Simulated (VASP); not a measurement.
Given:

```xyz
2
Lattice="3.2794 0.0000 0.0000 0.0000 3.2865 0.0000 0.0000 0.0000 3.1835" Properties=species:S:1:pos:R:3 pbc="T T T"
In     1.6397     1.6433     1.5917
Pd     0.0861     0.0000     0.0000
```

Calculation: PBE GGA, VASP's PBE PAW potentials (set 64) (plane waves; VASP). Run with 400 eV cut-off, 9×9×9 Monkhorst-Pack mesh, first-order Methfessel-Paxton smearing of 0.10 eV, potentials In_d Pd.

Q: Give the force on each atom (eV/Å).

A: 
```
atom      Fx     Fy     Fz
----  ------  -----  -----
In1    0.416  0.000  0.000
Pd2   -0.416  0.000  0.000
```

Q: Give the stress tensor in GPa (positive for a compressed cell).

A: 
```
6.11  0.00  0.00
0.00  6.53  0.00
0.00  0.00  7.98
```
The pressure is its mean diagonal, 6.87 GPa.

The compound is PdIn in the CsCl type structure. The cell was not relaxed at this level, atoms are displaced from their ideal sites. The run is one of a series of settings (KPOINTS 9×9×9 Monkhorst-Pack mesh against the base run), some of them coarse on purpose. The electron count is odd and the run is not spin-polarised, which forces a metal.
